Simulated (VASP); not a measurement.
Data:

```xyz
2
Lattice="0.0000 2.8672 2.8672 2.8672 0.0000 2.8672 2.8672 2.8672 0.0000" Properties=species:S:1:pos:R:3 pbc="T T T"
Al     0.0000     0.0000     0.0000
As     1.4336     1.4336     1.4336
```

All values below come from G0W0 on PBE orbitals, VASP's PBE PAW potentials (set 64) (plane waves; VASP). Settings: PREC = Normal, 350 eV cut-off, 4×4×4 Γ-centred mesh, Gaussian smearing of 0.010 eV, potentials Al_GW As_GW.

The mesh is coarse and the basis finite, so the quasiparticle values are not converged.

NBANDS = 160, ENCUTGW = 200 eV, NOMEGA = 64. The PBE levels (eV) that the step starts from are:

```json
[
 {"state": "k1 (0.00, 0.00, 0.00), band 1", "KS energy": "-8.50", "filling": "2"},
 {"state": "k1 (0.00, 0.00, 0.00), band 2", "KS energy": "3.16", "filling": "2"},
 {"state": "k1 (0.00, 0.00, 0.00), band 3", "KS energy": "3.16", "filling": "2"},
 {"state": "k1 (0.00, 0.00, 0.00), band 4", "KS energy": "3.16", "filling": "2"},
 {"state": "k1 (0.00, 0.00, 0.00), band 5", "KS energy": "4.89", "filling": "0"},
 {"state": "k1 (0.00, 0.00, 0.00), band 6", "KS energy": "7.35", "filling": "0"},
 {"state": "k1 (0.00, 0.00, 0.00), band 7", "KS energy": "7.35", "filling": "0"},
 {"state": "k1 (0.00, 0.00, 0.00), band 8", "KS energy": "7.35", "filling": "0"},
 {"state": "k4 (0.25, 0.25, 0.00), band 1", "KS energy": "-7.76", "filling": "2"},
 {"state": "k4 (0.25, 0.25, 0.00), band 2", "KS energy": "-0.04", "filling": "2"},
 {"state": "k4 (0.25, 0.25, 0.00), band 3", "KS energy": "1.86", "filling": "2"},
 {"state": "k4 (0.25, 0.25, 0.00), band 4", "KS energy": "1.86", "filling": "2"},
 {"state": "k4 (0.25, 0.25, 0.00), band 5", "KS energy": "5.71", "filling": "0"},
 {"state": "k4 (0.25, 0.25, 0.00), band 6", "KS energy": "6.82", "filling": "0"},
 {"state": "k4 (0.25, 0.25, 0.00), band 7", "KS energy": "9.81", "filling": "0"},
 {"state": "k4 (0.25, 0.25, 0.00), band 8", "KS energy": "9.81", "filling": "0"},
 {"state": "k7 (0.50, 0.50, 0.00), band 1", "KS energy": "-6.64", "filling": "2"},
 {"state": "k7 (0.50, 0.50, 0.00), band 2", "KS energy": "-2.16", "filling": "2"},
 {"state": "k7 (0.50, 0.50, 0.00), band 3", "KS energy": "1.06", "filling": "2"},
 {"state": "k7 (0.50, 0.50, 0.00), band 4", "KS energy": "1.06", "filling": "2"},
 {"state": "k7 (0.50, 0.50, 0.00), band 5", "KS energy": "4.63", "filling": "0"},
 {"state": "k7 (0.50, 0.50, 0.00), band 6", "KS energy": "5.43", "filling": "0"},
 {"state": "k7 (0.50, 0.50, 0.00), band 7", "KS energy": "13.17", "filling": "0"},
 {"state": "k7 (0.50, 0.50, 0.00), band 8", "KS energy": "13.17", "filling": "0"}
]
```

Task: Give the quasiparticle energies and renormalisation factors Z.

Result: 
```
state                          QP energy (eV)     Z
-----------------------------  --------------  ----
k1 (0.00, 0.00, 0.00), band 1           -8.98  0.63
k1 (0.00, 0.00, 0.00), band 2            2.55  0.76
k1 (0.00, 0.00, 0.00), band 3            2.55  0.76
k1 (0.00, 0.00, 0.00), band 4            2.55  0.76
k1 (0.00, 0.00, 0.00), band 5            5.24  0.77
k1 (0.00, 0.00, 0.00), band 6            7.48  0.75
k1 (0.00, 0.00, 0.00), band 7            7.48  0.75
k1 (0.00, 0.00, 0.00), band 8            7.48  0.75
k4 (0.25, 0.25, 0.00), band 1           -8.24  0.68
k4 (0.25, 0.25, 0.00), band 2           -0.63  0.73
k4 (0.25, 0.25, 0.00), band 3            1.20  0.75
k4 (0.25, 0.25, 0.00), band 4            1.20  0.75
k4 (0.25, 0.25, 0.00), band 5            5.74  0.77
k4 (0.25, 0.25, 0.00), band 6            6.95  0.76
k4 (0.25, 0.25, 0.00), band 7            9.95  0.73
k4 (0.25, 0.25, 0.00), band 8            9.95  0.73
k7 (0.50, 0.50, 0.00), band 1           -7.04  0.69
k7 (0.50, 0.50, 0.00), band 2           -2.81  0.69
k7 (0.50, 0.50, 0.00), band 3            0.36  0.74
k7 (0.50, 0.50, 0.00), band 4            0.36  0.74
k7 (0.50, 0.50, 0.00), band 5            4.59  0.78
k7 (0.50, 0.50, 0.00), band 6            5.46  0.77
k7 (0.50, 0.50, 0.00), band 7           13.26  0.71
k7 (0.50, 0.50, 0.00), band 8           13.26  0.71
```
On the mesh the gap opens from 1.48 to 2.05 eV.

The compound is AlAs in the zinc blende structure. This cell is one point of a volume scan, at 1.04 of the reference volume. The k-mesh is coarse (spacing up to 0.47 per Å, 2π included), so the numbers may not be converged in it.
